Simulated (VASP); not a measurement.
# Be27N2 in VASP: notebook

The runs below take Be27N2 through single point, with PBE+D3(BJ).

Program: VASP 6.6.1. These are calculated values, not measurements. Logs are shortened: lines on timing, memory, paths and dates and some standing lists are left out, and cuts for length are marked.

### 1 Starting point

The cell holds a slab with vacuum, 29 atoms: a = 6.870 Å, b = 6.870 Å, c = 14.588 Å, α = 90.00°, β = 90.00°, γ = 60.00°.

The cell was built by a generator and needn't be a form met in nature.

### 2 Single point, PBE+D3(BJ)

File INCAR:

```
SYSTEM = Be27N2
ALGO = Fast
EDIFF = 1E-6
ENCUT = 520
GGA = PE
ISIF = 2
ISMEAR = 0
IVDW = 12
LASPH = .TRUE.
LCHARG = .FALSE.
LREAL = Auto
LWAVE = .FALSE.
NBANDS = 52
NELM = 100
PREC = Accurate
SIGMA = 0.15
```

File KPOINTS:

```
k-points
0
G
  4 4 1
  0 0 0
```

File POSCAR:

```
Be27N2
1.0
    6.8700000000      0.0000000000      0.0000000000
    3.4350000000      5.9495950000      0.0000000000
    0.0000000000      0.0000000000     14.5884300000
Be N
27 2
Direct
    0.0000000000      0.0000000000      0.0685474722
    0.3333333333      0.0000000000      0.0685474722
    0.6666666667      0.0000000000      0.0685474722
    0.0000000280      0.3333332773      0.0685474722
    0.3333333613      0.3333332773      0.0685474722
    0.6666666947      0.3333332773      0.0685474722
   -0.0000000280      0.6666667227      0.0685474722
    0.3333333053      0.6666667227      0.0685474722
    0.6666666387      0.6666667227      0.0685474722
   -0.1112051358      0.2224798495      0.1934003865
    0.2220997262      0.2221399944      0.1933464396
    0.5557962355      0.2219813281      0.1934273942
   -0.1108869141      0.5554687336      0.1933051740
    0.2221501484      0.5558606930      0.1935061552
    0.5552720908      0.5555679000      0.1934090235
   -0.1113593590      0.8887583104      0.1933703627
    0.2225855331      0.8885520779      0.1933462340
    0.5555365582      0.8891408575      0.1934520027
    0.0000507269     -0.0001640448      0.3179893930
    0.3333125773     -0.0000236991      0.3182319825
    0.6667188030     -0.0000090762      0.3184237097
    0.0000096235      0.3334855566      0.3178860234
    0.3333317551      0.3332410021      0.3183566703
    0.6666130978      0.3333554637      0.3182722884
   -0.0001154056      0.6666931110      0.3183559163
    0.3333387351      0.6667595021      0.3184117825
    0.6667345451      0.6665993231      0.3182546717
    0.8947970389      0.2406795757      0.5668827968
    1.0602434698      0.2295334388      0.5714577922
```

Potentials or basis: VASP PAW PBE potentials, release 64 (Be, N).

Command:

```
> cat potpaw_PBE.64/Be/POTCAR potpaw_PBE.64/N/POTCAR > POTCAR
> mpirun -np 1 vasp_std > vasp.out
```

OUTCAR:

```text
SYSTEM = Be27N2
   EDIFF = 1E-6
   ENCUT = 520
   GGA = PE
   ISIF = 2
   ISMEAR = 0
   IVDW = 12
   LASPH = .TRUE.
   LREAL = Auto
   NELM = 100
   PREC = Accurate
 IVDW          = 12

 ion  position               nearest neighbor table
   1  0.000  0.000  0.069-  17 2.25  10 2.25  16 2.25   8 2.29   4 2.29   6 2.29   7 2.29   3 2.29
                             2 2.29
   2  0.333  0.000  0.069-  11 2.25  17 2.25  18 2.25   8 2.29   4 2.29   5 2.29   9 2.29   1 2.29
                             3 2.29
   3  0.667  0.000  0.069-  16 2.25  12 2.25  18 2.25   7 2.29   6 2.29   9 2.29   5 2.29   1 2.29
                             2 2.29
   4  0.000  0.333  0.069-  13 2.25  11 2.25  10 2.25   2 2.29   1 2.29   5 2.29   6 2.29   9 2.29
                             7 2.29
   5  0.333  0.333  0.069-  11 2.25  12 2.25  14 2.25   2 2.29   3 2.29   4 2.29   6 2.29   7 2.29
                             8 2.29
   6  0.667  0.333  0.069-  10 2.25  15 2.25  12 2.25   3 2.29   1 2.29   4 2.29   5 2.29   8 2.29
                             9 2.29
   7  1.000  0.667  0.069-  13 2.25  16 2.25  14 2.25   3 2.29   1 2.29   9 2.29   8 2.29   5 2.29
                             4 2.29
   8  0.333  0.667  0.069-  17 2.25  15 2.25  14 2.25   2 2.29   1 2.29   7 2.29   9 2.29   6 2.29
                             5 2.29
   9  0.667  0.667  0.069-  13 2.25  15 2.25  18 2.25   3 2.29   2 2.29   7 2.29   8 2.29   4 2.29
[... 22 lines left out ...]
                            21 2.29
  21  0.667  1.000  0.318-  18 2.25  12 2.25  16 2.25  25 2.29  19 2.29  24 2.29  23 2.29  27 2.29
                            20 2.29
  22  0.000  0.333  0.318-  10 2.25  11 2.25  13 2.25  25 2.29  27 2.29  23 2.29  20 2.29  24 2.29
                            19 2.29
  23  0.333  0.333  0.318-  14 2.25  12 2.25  11 2.25  22 2.29  20 2.29  21 2.29  24 2.29  25 2.29
                            26 2.29
  24  0.667  0.333  0.318-  12 2.25  10 2.25  15 2.25  27 2.29  21 2.29  23 2.29  26 2.29  22 2.29
                            19 2.29
  25  1.000  0.667  0.318-  14 2.25  16 2.25  13 2.25  22 2.29  27 2.29  19 2.29  21 2.29  23 2.29
                            26 2.29
  26  0.333  0.667  0.318-  14 2.25  15 2.25  17 2.25  19 2.29  20 2.29  27 2.29  24 2.29  25 2.29
                            23 2.29
  27  0.667  0.667  0.318-  18 2.25  15 2.25  13 2.25  22 2.29  25 2.29  24 2.29  26 2.29  21 2.29
                            20 2.29
  28  0.895  0.241  0.567-  29 1.10
  29  0.060  0.230  0.571-  28 1.10

  LATTYP: Found a hexagonal cell.
 ALAT       =     6.8700004122
 C/A-ratio  =     2.1234976892

  Lattice vectors:

 A1 = (  -3.4350000000,  -5.9495950000,   0.0000000000)
 A2 = (   6.8700000000,   0.0000000000,   0.0000000000)
 A3 = (   0.0000000000,   0.0000000000,  14.5884300000)

Analysis of symmetry for initial positions (statically):
=====================================================================
 Subroutine PRICEL returns:
 Original cell was already a primitive cell.

 Routine SETGRP: Setting up the symmetry group for a
 hexagonal supercell.

 Subroutine GETGRP returns: Found  1 space group operations
 (whereof  1 operations were pure point group operations)
 out of a pool of 24 trial point group operations.

The static configuration has the point symmetry C_1 .

Analysis of symmetry for dynamics (positions and initial velocities):
=====================================================================
 Subroutine PRICEL returns:
 Original cell was already a primitive cell.

 Routine SETGRP: Setting up the symmetry group for a
 hexagonal supercell.

 Subroutine GETGRP returns: Found  1 space group operations
 (whereof  1 operations were pure point group operations)
 out of a pool of 24 trial point group operations.

The dynamic configuration has the point symmetry C_1 .

 Subroutine INISYM returns: Found  1 space group operations
 (whereof  1 operations are pure point group operations),
 and found     1 'primitive' translations

----------------------------------------------------------------------------------------

                                     Primitive cell

  volume of cell :     596.2834

  direct lattice vectors                    reciprocal lattice vectors
     6.870000000  0.000000000  0.000000000     0.145560408 -0.084039334  0.000000000
     3.435000000  5.949595000  0.000000000     0.000000000  0.168078668  0.000000000
[... 74 lines left out ...]
 generate k-points for:    4    4    1

 Generating k-lattice:

  Cartesian coordinates                     Fractional coordinates (reciprocal lattice)
     0.036390102 -0.021009833  0.000000000     0.250000000 -0.000000000  0.000000000
     0.000000000  0.042019667  0.000000000     0.000000000  0.250000000  0.000000000
     0.000000000  0.000000000  0.068547472     0.000000000  0.000000000  1.000000000

  Length of vectors
     0.042019669  0.042019667  0.068547472

  Shift w.r.t. Gamma in fractional coordinates (k-lattice)
     0.000000000  0.000000000  0.000000000

 Subroutine IBZKPT returns following result:
 ===========================================

 Found     10 irreducible k-points:

 Following reciprocal coordinates:
            Coordinates               Weight
  0.000000  0.000000  0.000000      1.000000
  0.250000 -0.000000  0.000000      2.000000
  0.250000  0.250000  0.000000      2.000000
  0.000000  0.250000  0.000000      2.000000
  0.500000 -0.000000  0.000000      1.000000
  0.500000  0.500000  0.000000      1.000000
  0.000000  0.500000  0.000000      1.000000
  0.500000  0.250000  0.000000      2.000000
  0.250000  0.500000  0.000000      2.000000
 -0.250000  0.250000  0.000000      2.000000
   k-points           NKPTS =     10   k-points in BZ     NKDIM =     10   number of bands    NBANDS=     52
   number of dos      NEDOS =    301   number of ions     NIONS =     29
   total plane-waves  NPLWV = 314928
   dimension x,y,z NGX =    54 NGY =   54 NGZ =  108
   dimension x,y,z NGXF=   108 NGYF=  108 NGZF=  216
   ions per type =              27   2
   NGX,Y,Z   is equivalent  to a cutoff of  13.07, 13.07, 12.31 a.u.
   NGXF,Y,Z  is equivalent  to a cutoff of  26.13, 26.13, 24.61 a.u.
 SYSTEM =  Be27N2
   PREC   = accura    normal or accurate (medium, high low for compatibility)
   ISTART =      0    job   : 0-new  1-cont  2-samecut
   ICHARG =      2    charge: 1-file 2-atom 10-const
   ISPIN  =      1    spin polarized calculation?
   LNONCOLLINEAR =      F non collinear calculations
   LSORBIT =      F    spin-orbit coupling
   LASPH  =      T    aspherical Exc in radial PAW
   ENCUT  =  520.0 eV  38.22 Ry    6.18 a.u.  12.77 12.77 27.12*2*pi/ulx,y,z
   NELM   =    100;   NELMIN=  2; NELMDL= -5     # of ELM steps
   EDIFF  = 0.1E-05   stopping-criterion for ELM
   LREAL  =      T    real-space projection
   EDIFFG = 0.1E-04   stopping-criterion for IOM
   NSW    =      0    number of steps for IOM
   IBRION =     -1    ionic relax: 0-MD 1-quasi-New 2-CG
   NFREE  =      0    steps in history (QN), initial steepest desc. (CG)
   ISIF   =      2    stress and relaxation
   ISYM   =      2    0-nonsym 1-usesym 2-fastsym
   POTIM  = 0.5000    time-step for ionic-motion
   TEBEG  =    0.0;   TEEND  =   0.0 temperature during run
   PSTRESS=    0.0 pullay stress
   NELECT =      64.0000    total number of electrons
   NUPDOWN=      -1.0000    fix difference up-down
   EMIN   =  10.00;   EMAX   =-10.00  energy-range for DOS
   EFERMI =   0.00;   METHOD = LEGACY
   ISMEAR =     0;   SIGMA  =   0.15  broadening in eV -4-tet -1-fermi 0-gaus
   EFERMI_NEDOS =   21; number of points for ismear=-14 and -15
   IALGO  =     68    algorithm
   IMIX   =      4    mixing-type and parameters
     AMIX     =   0.40;   BMIX     =  1.00
     AMIX_MAG =   1.60;   BMIX_MAG =  1.00
  volume/ion in A,a.u.               =      20.56       138.76
  Fermi-wavevector in a.u.,A,eV,Ry     =   0.778008  1.470221  8.235553  0.605296
  Thomas-Fermi vector in A             =   1.880814
   LORBIT       =      0    0 simple, 1 ext, 2 COOP (PROOUT), +10 PAW based schemes
   GGA     = PE    functional components
   LHFCALC =     F    Hartree Fock is set to
   AEXX    =    0.0000 exact exchange contribution
   IVDW    =    12    specifies the selected vdW correction
   LEPSILON=     F    determine dielectric tensor
   LRPA    =     F    only Hartree local field effects (RPA)
 non-spin polarized calculation
 RMM-DIIS sequential band-by-band and
 Gauss-broadening in eV      SIGMA  =   0.15
  energy-cutoff  :      520.00
  volume of cell :      596.28
 maximum number of plane-waves:     16072
 NGX is ok and might be reduce to    54
   NGX = 25   NGY = 25   NGZ = 55

 number of electron      64.0000001 magnetization

 Free energy of the ion-electron system (eV)
  ---------------------------------------------------
  ext. energy  EPLUGINS =         0.00000000
  ---------------------------------------------------
  free energy    TOTEN  =      -109.00552352 eV

  energy without entropy =     -108.84739093  energy(sigma->0) =     -108.92645722

 E-fermi :  -0.7393     XC(G=0):  -5.7726

 val. band max:       -0.7424278525   @ k =   0.2500   0.5000   0.0000
 cond. band min:      -0.7385068742   @ k =   0.5000   0.5000   0.0000
 fundamental gap:      0.0039209783
 Fermi energy:        -0.7392602129

 k-point     1 :       0.0000    0.0000    0.0000
  band No.  band energies     occupation
      1     -23.8407      2.00000
      2     -10.2737      2.00000
      3      -8.9581      2.00000
      4      -8.0500      2.00000
      5      -7.1528      2.00000
      6      -7.1278      2.00000
[... 459 lines left out ...]
     43       3.3323      0.00000
     44       3.3589      0.00000
 [bands above 44 left out]

------------------------ aborting loop because EDIFF is reached ----------------------------------------

 Edisp (eV)   -6.05506

 E8    (eV) :    -2.1915

  FORCE on cell =-STRESS in cart. coord.  units (eV):
  Direction    XX          YY          ZZ          XY          YZ          ZX
  --------------------------------------------------------------------------------------
  -------------------------------------------------------------------------------------
  Total     -24.69267   -26.57014    -0.04335    -0.11468    -0.00350     0.11536
  in kB     -66.34771   -71.39235    -0.11647    -0.30813    -0.00939     0.30998
  external pressure =      -45.95 kB  Pullay stress =        0.00 kB

 VOLUME and BASIS-vectors are now :
 -----------------------------------------------------------------------------
  energy-cutoff  :      520.00
  volume of cell :      596.28
      direct lattice vectors                 reciprocal lattice vectors
     6.870000000  0.000000000  0.000000000     0.145560408 -0.084039334  0.000000000
     3.435000000  5.949595000  0.000000000     0.000000000  0.168078668  0.000000000
     0.000000000  0.000000000 14.588430000     0.000000000  0.000000000  0.068547472

 POSITION                                       TOTAL-FORCE (eV/Angst)
 -----------------------------------------------------------------------------------
      0.00000      0.00000      1.00000        -0.001010     -0.001650     -0.005497
      2.29000      0.00000      1.00000         0.004567     -0.003692     -0.006683
      4.58000      0.00000      1.00000        -0.003680     -0.003118     -0.005800
      1.14500      1.98320      1.00000        -0.000619     -0.000540     -0.006455
      3.43500      1.98320      1.00000         0.003409      0.004369     -0.004066
      5.72500      1.98320      1.00000        -0.002803      0.001533     -0.005366
[... 21 lines left out ...]
      6.97399      1.43195      8.26993        -1.728247      0.105341     -0.104558
      1.20232      1.36563      8.33667         1.728524     -0.104771      0.106983
 -----------------------------------------------------------------------------------
    total drift:                                0.000135     -0.000119      0.000320

  FREE ENERGIE OF THE ION-ELECTRON SYSTEM (eV)
  ---------------------------------------------------
  free  energy   TOTEN  =      -115.0605850884 eV

  energy  without entropy=     -114.9024525006  energy(sigma->0) =     -114.98151879
```

It took 21 min on 1 thread of Intel Xeon Platinum 8375C at 2.90GHz (Ice Lake), shared host; peak memory 0.71 GiB.

Results:

| Item | Value |
| --- | --- |
| Free energy | -115.0606 eV |
| Largest force | 1.735 eV/Å |
| Band gap on the k mesh | none (metal or under the smearing width) |
| Dispersion energy per atom | -0.209 eV |

Forces on the atoms (eV/Å):
```
Be  -0.001 -0.002 -0.005
Be   0.005 -0.004 -0.007
Be  -0.004 -0.003 -0.006
Be  -0.001 -0.001 -0.006
Be   0.003  0.004 -0.004
Be  -0.003  0.002 -0.005
Be   0.004  0.001 -0.006
Be  -0.003 -0.004 -0.007
Be  -0.001  0.006 -0.005
Be  -0.001 -0.001 -0.002
Be   0.001  0.000 -0.001
Be   0.000  0.001  0.000
Be   0.000  0.001 -0.001
Be  -0.001 -0.001 -0.001
Be   0.001  0.000  0.000
Be   0.001  0.000  0.000
Be  -0.001  0.001  0.000
Be  -0.001 -0.001 -0.001
Be   0.000  0.000  0.006
Be   0.000  0.000  0.007
Be   0.000  0.000  0.006
Be   0.000  0.000  0.006
Be   0.000  0.001  0.006
Be   0.000  0.000  0.007
Be   0.000  0.000  0.006
Be   0.000  0.000  0.005
Be   0.000  0.000  0.006
N   -1.728  0.105 -0.105
N    1.729 -0.105  0.107
```

Levels at points of the mesh, in eV from the Fermi level:
| k point | band 28 | band 29 | band 30 | band 31 | band 32 | band 33 | band 34 | band 35 | band 36 | band 37 |
| --- | --- | --- | --- | --- | --- | --- | --- | --- | --- | --- |
| (0.00, 0.00, 0.00) | -0.62 | -0.62 | -0.22 | -0.20 | 0.84 | 0.85 | 0.89 | 0.89 | 1.82 | 1.82 |
| (0.50, 0.00, 0.00) | -1.29 | -0.75 | -0.74 | -0.01 | 0.00 | 0.00 | 0.00 | 1.23 | 1.24 | 2.89 |
| (0.50, 0.50, 0.00) | -1.30 | -0.75 | -0.74 | -0.01 | 0.00 | 0.00 | 0.00 | 1.23 | 1.23 | 2.89 |
| (0.00, 0.50, 0.00) | -1.30 | -0.75 | -0.73 | -0.01 | -0.01 | 0.00 | 0.00 | 1.22 | 1.23 | 2.89 |

Caveat: the standard files for N, O and F lose accuracy on very short bonds.

### 3 Single point, PBE+D3(BJ)

File INCAR:

```
PREC = Accurate
ENCUT = 520
EDIFF = 1E-6
ISMEAR = 0
SIGMA = 0.15
LREAL = Auto
LASPH = True
NELM = 80
ALGO = Fast
ISIF = 2
LWAVE = False
LCHARG = True
GGA = PE
IVDW = 12
LELF = True
LVHAR = True
NBANDS = 52
```

File KPOINTS:

```
Automatic mesh
0
Gamma
  4 4 1
```

File POSCAR:

```
Be27N2
1.0
    6.8700000000      0.0000000000      0.0000000000
    3.4350000000      5.9495950000      0.0000000000
    0.0000000000      0.0000000000     14.5884300000
Be N
27 2
Direct
    0.0000000000      0.0000000000      0.0685474722
    0.3333333333      0.0000000000      0.0685474722
    0.6666666667      0.0000000000      0.0685474722
    0.0000000280      0.3333332773      0.0685474722
    0.3333333613      0.3333332773      0.0685474722
    0.6666666947      0.3333332773      0.0685474722
   -0.0000000280      0.6666667227      0.0685474722
    0.3333333053      0.6666667227      0.0685474722
    0.6666666387      0.6666667227      0.0685474722
   -0.1109216598      0.2221094041      0.1933654958
    0.2221666080      0.2223453865      0.1934117654
    0.5554919269      0.2220510808      0.1933917495
   -0.1111041924      0.5554724313      0.1933329358
    0.2223463218      0.5555201657      0.1934570067
    0.5553905654      0.5557201793      0.1934013461
   -0.1112485872      0.8890299256      0.1934546075
    0.2221832689      0.8887705802      0.1933885278
    0.5556857797      0.8889297507      0.1933604233
    0.0000189168      0.0000011766      0.3182559055
    0.3333667866     -0.0000517682      0.3182507645
    0.6666181798      0.0000110932      0.3183812103
   -0.0000058134      0.3333694142      0.3181076374
    0.3333671399      0.3332951234      0.3183990327
    0.6666741357      0.3332406660      0.3180939964
   -0.0000464846      0.6666225180      0.3183559848
    0.3333091036      0.6667107593      0.3183272635
    0.6666916926      0.6667403411      0.3180267513
    0.6866265405      0.4482834546      0.5796769083
    0.8510648833      0.4379197239      0.5714929571
```

Potentials or basis: VASP PAW PBE potentials, release 64 (Be, N).

Command:

```
> cat potpaw_PBE.64/Be/POTCAR potpaw_PBE.64/N/POTCAR > POTCAR
> mpirun -np 1 vasp_std > vasp.out
```

It took 10 min on 1 thread of AMD EPYC 9R45 (Zen 5), shared host; peak memory 0.66 GiB.

It converged, with:

* Free energy: -115.0600 eV
* Largest force: 1.735 eV/Å
* Band gap on the k mesh: none (metal or under the smearing width)
* Dispersion energy per atom: -0.209 eV

Forces on the atoms (eV/Å):
```
Be  -0.002 -0.005 -0.008
Be   0.001  0.001 -0.005
Be   0.000  0.000 -0.006
Be   0.001 -0.002 -0.007
Be   0.000 -0.001 -0.006
Be  -0.001  0.000 -0.005
Be   0.004  0.004 -0.005
Be  -0.003  0.001 -0.007
Be  -0.001  0.002 -0.008
Be  -0.001  0.000 -0.002
Be   0.000 -0.002 -0.001
Be   0.001  0.000  0.000
Be   0.000  0.000  0.002
Be   0.000  0.000  0.000
Be   0.000 -0.001 -0.003
Be   0.000  0.000 -0.001
Be   0.001  0.000  0.003
Be  -0.001  0.000  0.000
Be  -0.001  0.002  0.009
Be  -0.001  0.000  0.011
Be   0.002 -0.001  0.006
Be   0.000 -0.003  0.012
Be   0.001  0.001  0.006
Be  -0.001  0.001  0.004
Be   0.000  0.002  0.006
Be   0.002 -0.002  0.009
Be  -0.002  0.002  0.008
N   -1.722  0.097  0.183
N    1.721 -0.098 -0.195
```

Levels at points of the mesh, in eV from the Fermi level:
| k point | band 29 | band 30 | band 31 | band 32 | band 33 | band 34 | band 35 | band 36 |
| --- | --- | --- | --- | --- | --- | --- | --- | --- |
| (0.00, 0.00, 0.00) | -0.62 | -0.22 | -0.21 | 0.84 | 0.85 | 0.89 | 0.89 | 1.82 |
| (0.50, 0.00, 0.00) | -0.75 | -0.74 | 0.00 | 0.00 | 0.00 | 0.00 | 1.23 | 1.23 |
| (0.50, 0.50, 0.00) | -0.75 | -0.74 | 0.00 | 0.00 | 0.00 | 0.00 | 1.23 | 1.23 |
| (0.00, 0.50, 0.00) | -0.75 | -0.73 | 0.00 | 0.00 | 0.00 | 0.00 | 1.22 | 1.23 |

Caveat: the standard files for N, O and F lose accuracy on very short bonds.

(Part 1 of 2 ends here.)
